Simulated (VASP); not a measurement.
Calculation: PBE GGA, VASP's PBE PAW potentials (set 64) (plane waves; VASP).

The input files of a VASP run:

### KPOINTS
```
kpoints
0
Gamma
14 14 14
0 0 0
```

### INCAR
```
! general
SYSTEM  = FeAs
PREC    = Accurate
ENCUT   = 400
LREAL   = F
LASPH   = T

! electronic loop
EDIFF   = 1E-7
NELM    = 100
ALGO    = Normal
LMAXMIX = 4

! smearing
ISMEAR  = -5

! functional
GGA     = PE

! spin
ISPIN   = 2
MAGMOM  = 2.4 -0.0

! ions
ISIF    = 2

! output
LWAVE   = F
LCHARG  = T
LORBIT  = 11
NEDOS   = 601
```

### POSCAR
```
FeAs
1
    0.0000000000     2.4930334208     2.4930334208
    2.4930334208     0.0000000000     2.4930334208
    2.4930334208     2.4930334208     0.0000000000
Fe As
1 1
Direct
  0.0000000000   0.0000000000   0.0000000000
  0.5000000000   0.5000000000   0.5000000000
```

POTCAR, in this order: Fe As (PBE.64 set). Program: vasp_std.

What VASP printed:

File OSZICAR:
```
       N       E                     dE             d eps       ncg     rms          rms(c)
DAV:   1     0.477389176446E+02    0.47739E+02   -0.49776E+03  4656   0.944E+02
DAV:   2    -0.112839801089E+02   -0.59023E+02   -0.54979E+02  4639   0.197E+02
DAV:   3    -0.139153615018E+02   -0.26314E+01   -0.25265E+01  5368   0.491E+01
DAV:   4    -0.139618648516E+02   -0.46503E-01   -0.46265E-01  5290   0.600E+00
DAV:   5    -0.139625062278E+02   -0.64138E-03   -0.64088E-03  5417   0.738E-01    0.130E+01
DAV:   6    -0.166194914511E+02   -0.26570E+01   -0.42894E+01  5045   0.109E+02    0.253E+01
DAV:   7    -0.124590600058E+02    0.41604E+01   -0.27109E+01  5189   0.793E+01    0.378E+00
DAV:   8    -0.124919411583E+02   -0.32881E-01   -0.49035E-01  4990   0.689E+00    0.190E+00
DAV:   9    -0.124825083551E+02    0.94328E-02   -0.49279E-02  5621   0.376E+00    0.645E-01
DAV:  10    -0.124814959103E+02    0.10124E-02   -0.65678E-03  6952   0.954E-01    0.195E-01
DAV:  11    -0.124813694264E+02    0.12648E-03   -0.35989E-04  4870   0.212E-01    0.564E-02
DAV:  12    -0.124812583718E+02    0.11105E-03   -0.15579E-04  6288   0.128E-01    0.708E-02
DAV:  13    -0.124812263397E+02    0.32032E-04   -0.20199E-05  5264   0.760E-02    0.284E-02
DAV:  14    -0.124812466902E+02   -0.20350E-04   -0.72349E-06  6068   0.358E-02    0.892E-03
DAV:  15    -0.124812601442E+02   -0.13454E-04   -0.17820E-06  5129   0.212E-02    0.254E-03
DAV:  16    -0.124812604417E+02   -0.29752E-06   -0.41997E-08  2462   0.227E-03    0.990E-04
DAV:  17    -0.124812607346E+02   -0.29289E-06   -0.78960E-09  2426   0.147E-03    0.378E-04
DAV:  18    -0.124812607925E+02   -0.57844E-07   -0.37394E-09  2378   0.116E-03
   1 F= -.12481261E+02 E0= -.12481261E+02  d E =0.000000E+00  mag=     2.3693
```

OUTCAR:
```
------------------------ aborting loop because EDIFF is reached ----------------------------------------
  FORCE on cell =-STRESS in cart. coord.  units (eV):
  Direction    XX          YY          ZZ          XY          YZ          ZX
  --------------------------------------------------------------------------------------
  Total       -0.1238358     -0.1238358     -0.1238358      0.0000000      0.0000000      0.0000000
  in kB       -6.4023932     -6.4023932     -6.4023932      0.0000000      0.0000000      0.0000000
  external PRESSURE =      -6.4023932 kB  Pullay stress =       0.0000000 kB
  volume of cell :       30.99
      direct lattice vectors                 reciprocal lattice vectors
     0.000000000  2.493033421  2.493033421    -0.200558884  0.200558884  0.200558884
     2.493033421  0.000000000  2.493033421     0.200558884 -0.200558884  0.200558884
     2.493033421  2.493033421  0.000000000     0.200558884  0.200558884 -0.200558884
 POSITION                                       TOTAL-FORCE (eV/Angst)
 -----------------------------------------------------------------------------------
      0.00000      0.00000      0.00000        -0.000000     -0.000000      0.000000
      2.49303      2.49303      2.49303         0.000000      0.000000     -0.000000
 -----------------------------------------------------------------------------------
    total drift:                                0.000000     -0.000000     -0.000000
  FREE ENERGIE OF THE ION-ELECTRON SYSTEM (eV)
  ---------------------------------------------------
  free  energy   TOTEN  =       -12.4812607925 eV

  energy  without entropy=      -12.4812607925  energy(sigma->0) =      -12.48126079

 total charge

# of ion       s       p       d       tot
------------------------------------------
    1        0.389   0.389   6.295   7.072
    2        1.230   1.505   0.065   2.800
--------------------------------------------------
tot          1.619   1.894   6.359   9.872

 magnetization (x)

# of ion       s       p       d       tot
------------------------------------------
    1        0.068   0.027   2.291   2.386
    2        0.019  -0.056   0.003  -0.034
--------------------------------------------------
tot          0.086  -0.028   2.293   2.351
```
(Selected blocks of OUTCAR.)

For a metal the tetrahedron method with Blöchl corrections gives inexact stress and forces.

The structure was generated: FeAs was put into the rock salt type (Fm-3m), which need not be its known phase. It was relaxed first, which changed the volume by -22 %.
